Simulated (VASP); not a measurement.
Input:

```yaml
crystal:
  lattice:
    - [0.00000, 2.29185, 2.29185]
    - [2.29185, 0.00000, 2.29185]
    - [2.29185, 2.29185, 0.00000]
  atoms:
    - { symbol: Na, position: [0.00000, 0.00000, 0.00000] }
    - { symbol: F, position: [0.50000, 0.50000, 0.50000] }
```

Calculation: PBEsol GGA, VASP's PBE PAW potentials (set 64) (plane waves; VASP). Numerical set-up: 600 eV cut-off, 10×10×10 Γ-centred mesh, Gaussian smearing of 0.050 eV, potentials Na_pv F.

Task: Predict the energy per atom (σ→0), pressure, band gap (on the k-mesh) with the smallest direct gap where there is one.

Result: 
```yaml
band gap (on the k-mesh): 6.34 eV
smallest direct gap (on the k-mesh): 6.34 eV
energy per atom (σ→0): -4.383 eV/atom
pressure: 1.47 GPa
```

Only differences to runs with the same potentials and settings are physical.

The compound is NaF in the rock salt structure. This cell was strained or had an atom moved on purpose.
